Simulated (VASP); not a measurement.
# CsRhC (P-6m2) in VASP: settings compared

Aim: see how the results for CsRhC move with the level of theory and the settings. Levels: PBE, RPBE. Tasks: relaxation of cell and atoms, relaxation of the atoms.

Everything below comes from runs of VASP 6.6.1. Logs are shortened: lines on timing, memory, paths and dates and some standing lists are left out, and cuts for length are marked.

## Step 1: The crystal as given

The structure is hexagonal, space group P-6m2 (No. 187). Conventional cell: a = 3.468 Å, b = 3.468 Å, c = 5.962 Å, α = 90.00°, β = 90.00°, γ = 120.00°. Around Cs (site symmetry -6m2) lie 6 Cs at 3.47 Å and 6 Rh at 3.59 Å and 6 C at 3.59 Å. Rh (site symmetry -6m2) has 3 C at 2.00 Å as nearest neighbours. Around C (site symmetry -6m2) lie 3 Rh at 2.00 Å.

The cell was built by a generator and needn't be a form met in nature.

## Step 2: Relaxation of cell and atoms, PBE

Input file INCAR:

```
PREC     = Accurate       # precision mode
ENCUT    = 600            # plane-wave cutoff, eV
EDIFF    = 1E-7           # SCF threshold, eV
ISMEAR   = 0              # smearing method
SIGMA    = 0.05           # smearing width, eV
LREAL    = False          # projectors in reciprocal space
LASPH    = True           # aspherical terms in the spheres
NELM     = 100            # most SCF steps
ALGO     = Normal         # electronic algorithm
ISIF     = 3              # what is computed and relaxed
LWAVE    = False          # write WAVECAR
LCHARG   = False          # write CHGCAR
GGA      = PE             # functional
IBRION   = 2              # ionic algorithm
NSW      = 60             # ionic steps
EDIFFG   = -0.01          # ionic threshold
```

Input file KPOINTS:

```
Automatic mesh
0
Gamma
  9 9 5
```

Input file POSCAR:

```
CsRhC
1.0
    3.4682300000      0.0000000000      0.0000000000
   -1.7341200000      3.0035800000      0.0000000000
    0.0000000000      0.0000000000      5.9622800000
Cs Rh C
1 1 1
Direct
    0.0000000000      0.0000000000      0.0000000000
    0.3333300000      0.6666700000      0.5000000000
    0.6666700000      0.3333300000      0.5000000000
```

Potentials or basis: VASP PAW PBE potentials, release 64 (Cs_sv, Rh_pv, C).

Launch:

```console
> cat potpaw_PBE.64/Cs_sv/POTCAR potpaw_PBE.64/Rh_pv/POTCAR potpaw_PBE.64/C/POTCAR > POTCAR
> mpirun -np 1 vasp_std > vasp.out
```

OUTCAR:

```text
PREC = Accurate
   ENCUT = 600
   EDIFF = 1E-7
   ISMEAR = 0
   LREAL = False
   LASPH = True
   NELM = 100
   ISIF = 3
   GGA = PE
   IBRION = 2
   NSW = 60
   EDIFFG = -0.01

 ion  position               nearest neighbor table
   1  0.000  0.000  0.000-
   2  0.333  0.667  0.500-   3 2.00   3 2.00   3 2.00
   3  0.667  0.333  0.500-   2 2.00   2 2.00   2 2.00

  LATTYP: Found a hexagonal cell.
 ALAT       =     3.4682300000
 C/A-ratio  =     1.7191132076

  Lattice vectors:

 A1 = (   3.4682300000,   0.0000000000,   0.0000000000)
 A2 = (  -1.7341200000,   3.0035800000,   0.0000000000)
 A3 = (   0.0000000000,   0.0000000000,   5.9622800000)

Analysis of symmetry for initial positions (statically):
=====================================================================
 Subroutine PRICEL returns:
 Original cell was already a primitive cell.

 Routine SETGRP: Setting up the symmetry group for a
 hexagonal supercell.

 Subroutine GETGRP returns: Found  4 space group operations
 (whereof  4 operations were pure point group operations)
 out of a pool of 24 trial point group operations.

The static configuration has the point symmetry C_2v.

Analysis of symmetry for dynamics (positions and initial velocities):
=====================================================================
 Subroutine PRICEL returns:
 Original cell was already a primitive cell.

 Routine SETGRP: Setting up the symmetry group for a
 hexagonal supercell.

 Subroutine GETGRP returns: Found  4 space group operations
 (whereof  4 operations were pure point group operations)
 out of a pool of 24 trial point group operations.

The dynamic configuration has the point symmetry C_2v.

 Subroutine INISYM returns: Found  4 space group operations
 (whereof  4 operations are pure point group operations),
 and found     1 'primitive' translations

----------------------------------------------------------------------------------------

                                     Primitive cell

  volume of cell :      62.1097

  direct lattice vectors                    reciprocal lattice vectors
     3.468230000  0.000000000  0.000000000     0.288331512  0.166468495  0.000000000
    -1.734120000  3.003580000  0.000000000     0.000000000  0.332936030  0.000000000
     0.000000000  0.000000000  5.962280000     0.000000000  0.000000000  0.167721073

  length of vectors
     3.468230000  3.468236582  5.962280000     0.332936662  0.332936030  0.167721073

  position of ions in fractional coordinates (direct lattice)
     0.000000000  0.000000000  0.000000000
     0.333330000  0.666670000  0.500000000
     0.666670000  0.333330000  0.500000000

  ion indices of the primitive-cell ions
   primitive index   ion index
                 1           1
                 2           2
                 3           3

----------------------------------------------------------------------------------------

 KPOINTS: Automatic mesh

Automatic generation of k-mesh.
 Grid dimensions read from file:
 generate k-points for:    9    9    5

 Generating k-lattice:

  Cartesian coordinates                     Fractional coordinates (reciprocal lattice)
     0.032036835  0.018496499  0.000000000     0.111111111 -0.000000000  0.000000000
     0.000000000  0.036992892  0.000000000     0.000000000  0.111111111  0.000000000
     0.000000000  0.000000000  0.033544215     0.000000000  0.000000000  0.200000000

  Length of vectors
     0.036992962  0.036992892  0.033544215

  Shift w.r.t. Gamma in fractional coordinates (k-lattice)
     0.000000000  0.000000000  0.000000000

 Subroutine IBZKPT returns following result:
 ===========================================

 Found     75 irreducible k-points:

 Following reciprocal coordinates:
            Coordinates               Weight
  0.000000  0.000000  0.000000      1.000000
  0.111111  0.000000  0.000000      4.000000
 -0.111111  0.111111  0.000000      2.000000
  0.222222  0.000000  0.000000      4.000000
 -0.222222  0.222222  0.000000      2.000000
  0.333333  0.000000  0.000000      4.000000
[... 16 lines left out ...]
 -0.222222 -0.444444  0.000000      4.000000
  0.444444  0.333333  0.000000      4.000000
 [... further k-points ...]
   k-points           NKPTS =     75   k-points in BZ     NKDIM =     75   number of bands    NBANDS=     18
   number of dos      NEDOS =    301   number of ions     NIONS =      3
   total plane-waves  NPLWV =  37632
   dimension x,y,z NGX =    28 NGY =   28 NGZ =   48
   dimension x,y,z NGXF=    56 NGYF=   56 NGZF=   96
   ions per type =               1   1   1
   NGX,Y,Z   is equivalent  to a cutoff of  13.42, 13.42, 13.38 a.u.
   NGXF,Y,Z  is equivalent  to a cutoff of  26.84, 26.84, 26.77 a.u.
 SYSTEM =  unknown system
   PREC   = accura    normal or accurate (medium, high low for compatibility)
   ISTART =      0    job   : 0-new  1-cont  2-samecut
   ICHARG =      2    charge: 1-file 2-atom 10-const
   ISPIN  =      1    spin polarized calculation?
   LNONCOLLINEAR =      F non collinear calculations
   LSORBIT =      F    spin-orbit coupling
   LASPH  =      T    aspherical Exc in radial PAW
   ENCUT  =  600.0 eV  44.10 Ry    6.64 a.u.   6.93  6.93 11.91*2*pi/ulx,y,z
   NELM   =    100;   NELMIN=  2; NELMDL= -5     # of ELM steps
   EDIFF  = 0.1E-06   stopping-criterion for ELM
   LREAL  =      F    real-space projection
   EDIFFG = -.1E-01   stopping-criterion for IOM
   NSW    =     60    number of steps for IOM
   IBRION =      2    ionic relax: 0-MD 1-quasi-New 2-CG
   NFREE  =      1    steps in history (QN), initial steepest desc. (CG)
   ISIF   =      3    stress and relaxation
   ISYM   =      2    0-nonsym 1-usesym 2-fastsym
   POTIM  = 0.5000    time-step for ionic-motion
   TEBEG  =    0.0;   TEEND  =   0.0 temperature during run
   PSTRESS=    0.0 pullay stress
   NELECT =      28.0000    total number of electrons
   NUPDOWN=      -1.0000    fix difference up-down
   EMIN   =  10.00;   EMAX   =-10.00  energy-range for DOS
   EFERMI =   0.00;   METHOD = LEGACY
   ISMEAR =     0;   SIGMA  =   0.05  broadening in eV -4-tet -1-fermi 0-gaus
   EFERMI_NEDOS =   21; number of points for ismear=-14 and -15
   IALGO  =     38    algorithm
   IMIX   =      4    mixing-type and parameters
     AMIX     =   0.40;   BMIX     =  1.00
     AMIX_MAG =   1.60;   BMIX_MAG =  1.00
  volume/ion in A,a.u.               =      20.70       139.71
  Fermi-wavevector in a.u.,A,eV,Ry     =   1.255281  2.372137 21.439120  1.575731
  Thomas-Fermi vector in A             =   2.389045
   LORBIT       =      0    0 simple, 1 ext, 2 COOP (PROOUT), +10 PAW based schemes
   GGA     = PE    functional components
   LHFCALC =     F    Hartree Fock is set to
   AEXX    =    0.0000 exact exchange contribution
   IVDW    =     0    specifies the selected vdW correction
   LEPSILON=     F    determine dielectric tensor
   LRPA    =     F    only Hartree local field effects (RPA)
 conjugate gradient relaxation of ions
 non-spin polarized calculation
 Gauss-broadening in eV      SIGMA  =   0.05
  energy-cutoff  :      600.00
  volume of cell :       62.11
 maximum number of plane-waves:      2094
   NGX = 13   NGY = 13   NGZ = 23

--------------------------------------- Ionic step        1  -------------------------------------------

 number of electron      27.9999997 magnetization

 Free energy of the ion-electron system (eV)
  ---------------------------------------------------
  ext. energy  EPLUGINS =         0.00000000
  ---------------------------------------------------
  free energy    TOTEN  =       -15.50122431 eV

  energy without entropy =      -15.49651772  energy(sigma->0) =      -15.49887101

------------------------ aborting loop because EDIFF is reached ----------------------------------------

  FORCE on cell =-STRESS in cart. coord.  units (eV):
  Direction    XX          YY          ZZ          XY          YZ          ZX
  --------------------------------------------------------------------------------------
  -------------------------------------------------------------------------------------
  Total        0.0450963      0.0451975      0.0325574      0.0000875      0.0000000      0.0000000
  in kB        1.1633009      1.1659118      0.8398477      0.0022560      0.0000000      0.0000000
  external PRESSURE =       1.0563535 kB  Pullay stress =       0.0000000 kB

 VOLUME and BASIS-vectors are now :
 -----------------------------------------------------------------------------
  energy-cutoff  :      600.00
  volume of cell :       62.11
      direct lattice vectors                 reciprocal lattice vectors
     3.468230000  0.000000000  0.000000000     0.288331512  0.166468495  0.000000000
    -1.734120000  3.003580000  0.000000000     0.000000000  0.332936030  0.000000000
     0.000000000  0.000000000  5.962280000     0.000000000  0.000000000  0.167721073
[... 38 lines left out ...]
 POSITION                                       TOTAL-FORCE (eV/Angst)
 -----------------------------------------------------------------------------------
     -1.73537      3.00576      0.00000        -0.000001      0.000001      0.000000
      0.00000      2.00384      2.98270        -0.000056      0.000032      0.000000
      1.73537      1.00192      2.98270         0.000057     -0.000033      0.000000
 -----------------------------------------------------------------------------------
    total drift:                               -0.000021     -0.000023     -0.000000

  FREE ENERGIE OF THE ION-ELECTRON SYSTEM (eV)
  ---------------------------------------------------
  free  energy   TOTEN  =       -15.5012382530 eV

  energy  without entropy=      -15.4964737763  energy(sigma->0) =      -15.49885601

--------------------------------------- Ionic step        3  -------------------------------------------

 number of electron      27.9999997 magnetization

 Free energy of the ion-electron system (eV)
  ---------------------------------------------------
  ext. energy  EPLUGINS =         0.00000000
  ---------------------------------------------------
  free energy    TOTEN  =       -15.50124919 eV

  energy without entropy =      -15.49650823  energy(sigma->0) =      -15.49887871

 E-fermi :   5.9995     XC(G=0): -10.4619

 val. band max:        5.9701209263   @ k =   0.2222   0.1111   0.2000
 cond. band min:       6.0053253402   @ k =   0.3333   0.0000   0.4000
 fundamental gap:      0.0352044138
 Fermi energy:         5.9995256888

 k-point     1 :       0.0000    0.0000    0.0000
  band No.  band energies     occupation
      1     -41.1730      2.00000
      2     -41.1730      2.00000
      3     -40.5277      2.00000
      4     -18.0055      2.00000
      5      -5.6888      2.00000
      6      -4.7557      2.00000
[... 10 lines left out ...]
     17       9.9396      0.00000
     18       9.9397      0.00000
[... 463 lines left out ...]
 k-point    24 :       0.4444    0.3333    0.0000
  band No.  band energies     occupation
      1     -41.2105      2.00000
      2     -41.1948      2.00000
      3     -40.5229      2.00000
      4     -17.1814      2.00000
      5      -6.0444      2.00000
      6      -4.8426      2.00000
[... 10 lines left out ...]
     17       8.3634      0.00000
     18       9.0607      0.00000

 [... further k-points ...]
[... 5 lines left out ...]
  --------------------------------------------------------------------------------------
  -------------------------------------------------------------------------------------
  Total       -0.0036513     -0.0036159      0.0129593      0.0000307      0.0000000      0.0000000
  in kB       -0.0940789     -0.0931649      0.3339031      0.0007919      0.0000000      0.0000000
  external PRESSURE =       0.0488864 kB  Pullay stress =       0.0000000 kB

 VOLUME and BASIS-vectors are now :
 -----------------------------------------------------------------------------
  energy-cutoff  :      600.00
  volume of cell :       62.18
      direct lattice vectors                 reciprocal lattice vectors
     3.469732569  0.000002914  0.000000000     0.288206510  0.166396002  0.000000000
    -1.734868763  3.004882728  0.000000000    -0.000000279  0.332791528  0.000000000
     0.000000000  0.000000000  5.964144864     0.000000000  0.000000000  0.167668630

 POSITION                                       TOTAL-FORCE (eV/Angst)
 -----------------------------------------------------------------------------------
     -1.73487      3.00488      0.00000        -0.000000      0.000000      0.000000
     -0.00001      2.00326      2.98207         0.000131     -0.000076      0.000000
      1.73487      1.00163      2.98207        -0.000131      0.000076      0.000000
 -----------------------------------------------------------------------------------
    total drift:                               -0.000013     -0.000027      0.000000

  FREE ENERGIE OF THE ION-ELECTRON SYSTEM (eV)
  ---------------------------------------------------
  free  energy   TOTEN  =       -15.5012491926 eV

  energy  without entropy=      -15.4965082255  energy(sigma->0) =      -15.49887871

 reached required accuracy - stopping structural energy minimisation
```

Run time: 75 s. Hardware: 1 thread of Intel Xeon 6975P-C (Granite Rapids), shared host; peak memory 0.28 GiB.

Results:

```yaml
Free_energy: -15.5012 eV
Relaxed_volume: 20.73 Å³/atom
Relaxed_cell: a = 3.470 Å, b = 3.470 Å, c = 5.964 Å, α = 90.00°, β = 90.00°, γ = 120.00°
Space_group_after_relaxing_to_0.05_Å: P-6m2 (No. 187)
Energy_gained_by_relaxing: 0.0 meV/atom
Ionic_steps: 3
Pressure_after_relaxing: 0.0 GPa
Band_gap_on_the_k_mesh: none (metal or under the smearing width)
```

Final structure:
```
CELL_PARAMETERS angstrom
3.46973 0.00000 0.00000
-1.73487 3.00488 0.00000
0.00000 0.00000 5.96414
ATOMIC_POSITIONS crystal
Cs 0.00000 0.00000 0.00000
Rh 0.33333 0.66667 0.50000
C 0.66667 0.33333 0.50000
```

Levels at points of the mesh, in eV from the Fermi level:
```
           k point  band 11  band 12  band 13  band 14  band 15  band 16  band 17  band 18
(0.00, 0.00, 0.00)    -2.68    -2.06    -2.06    -1.76     1.37     3.64     3.94     3.94
```

The run has no spin-orbit coupling, so splittings on Cs are missing.

## Step 3: Relaxation of the atoms, RPBE

Input file INCAR:

```
ALGO = Fast
EDIFF = 1E-6
EDIFFG = -0.01
ENCUT = 520
GGA = RP
IBRION = 2
ISIF = 2
ISMEAR = 0
LASPH = True
LCHARG = False
LREAL = False
LWAVE = False
NELM = 80
NSW = 40
PREC = Accurate
SIGMA = 0.05
```

Input file KPOINTS:

```
k-points
0
Gamma
  9 9 5
```

POSCAR is that of step 2.

Potentials or basis: VASP PAW PBE potentials, release 64 (Cs_sv, Rh_pv, C).

Launch:

```console
> cat potpaw_PBE.64/Cs_sv/POTCAR potpaw_PBE.64/Rh_pv/POTCAR potpaw_PBE.64/C/POTCAR > POTCAR
> mpirun -np 1 vasp_std > vasp.out
```

Run time: 37 s. Hardware: 1 thread of Intel Xeon 6975P-C (Granite Rapids), shared host; peak memory 0.25 GiB.

The run converged. Its results:

| Quantity | Value |
| --- | --- |
| Free energy | -14.1272 eV |
| Pressure after relaxing | 2.7 GPa |
| Band gap on the k mesh | none (metal or under the smearing width) |

Stress tensor (GPa, compression positive):
```
3.07 0.00 0.00
0.00 3.07 0.00
0.00 0.00 1.96
```

Final structure:
```
Cs Rh C
1.0
     3.46823    0.00000    0.00000
    -1.73412    3.00358    0.00000
     0.00000    0.00000    5.96228
Cs Rh C
1 1 1
Direct
  0.00000 0.00000 0.00000
  0.33333 0.66667 0.50000
  0.66667 0.33333 0.50000
```

Levels at points of the mesh, in eV from the Fermi level:
```tsv
k point	band 10	band 11	band 12	band 13	band 14	band 15	band 16	band 17	band 18
(0.00, 0.00, 0.00)	-5.85	-2.68	-2.08	-2.08	-1.79	1.45	3.66	4.54	4.74
```

Caveat: the relaxation stopped at its first step, so nothing moved; the PAW data sets were made with another functional, which shifts forces and pressure a little.

## Step 4: For comparison

An earlier run on the cell as given: functional PBE; potentials or basis VASP PAW PBE potentials, release 64 (Cs_sv, Rh_pv, C); cutoff 520 eV; k mesh 9 × 9 × 5; occupations fermi-dirac, width 0.05 eV; no spin polarisation.

- Pressure: 0.2 GPa
- Band gap on the k mesh: none (metal or under the smearing width)

## Step 5: The runs side by side

| task | level | cell | cutoff (eV) | smearing | gap on the mesh (eV) | pressure (GPa) |
| --- | --- | --- | --- | --- | --- | --- |
| relaxation of cell and atoms | PBE | relaxed | 600 | gaussian 0.05 eV | none | 0.0 |
| relaxation of the atoms | RPBE | atoms relaxed | 520 | gaussian 0.05 eV | none | 2.7 |
| single point | PBE | as given | 520 | fermi-dirac 0.05 eV | none | 0.2 |

Alike in all rows: potentials or basis VASP PAW PBE potentials, release 64 (Cs_sv, Rh_pv, C); no spin polarisation; k mesh 9 × 9 × 5.

Caveats: the relaxation stopped at its first step, so nothing moved (some runs); the PAW data sets were made with another functional, which shifts forces and pressure a little (some runs).

Absolute energies hang on the potentials; compare differences alone.
